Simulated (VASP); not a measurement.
# AgB4 in VASP: the effect of target pressure

Crystal: AgB4.

```
CELL_PARAMETERS angstrom
3.03213 0.00000 0.00000
-1.51607 2.62591 0.00000
0.00000 0.00000 5.69874
ATOMIC_POSITIONS crystal
Ag 0.00000 0.00000 0.00000
B 0.33333 0.66667 0.66495
B 0.66667 0.33333 0.66495
B 0.33333 0.66667 0.33505
B 0.66667 0.33333 0.33505
```

The cell was built by a generator and needn't be a form met in nature.

Alike in all runs:

| Quantity | Value |
| --- | --- |
| Program | VASP 6.6.1 |
| Task | relaxation of cell and atoms |
| Functional | PBE |
| Potentials or basis | VASP PAW PBE potentials, release 64 (Ag, B) |
| Cutoff | 600 eV |
| k mesh | 7 × 7 × 4 |
| Occupations | fermi-dirac, width 0.05 eV |
| Spin | no spin polarisation |

Each run relaxes the cell or the atoms first.

```csv
target pressure,target pressure,relaxed volume (Å³/atom)
0 GPa,-,9.46
2 GPa,2 GPa,?
5 GPa,5 GPa,9.12
10 GPa,10 GPa,8.82
20 GPa,20 GPa,8.44
30 GPa,30 GPa,8.13
```

Problem. What does the run with target pressure 2 GPa give?

Solution. Relaxed volume 9.29 Å³/atom.

Worked out: In Murnaghan's law V^(-B') rises as a straight line in P. The other rows fit best with B' = 6.9, V0 = 9.47 Å³/atom and B0 = 112 GPa, which gives 9.31 Å³/atom at 2 GPa, against the run's 9.29.

Caveats: the cell is relaxed towards a set pressure, so the enthalpy falls and the energy may rise (some runs).
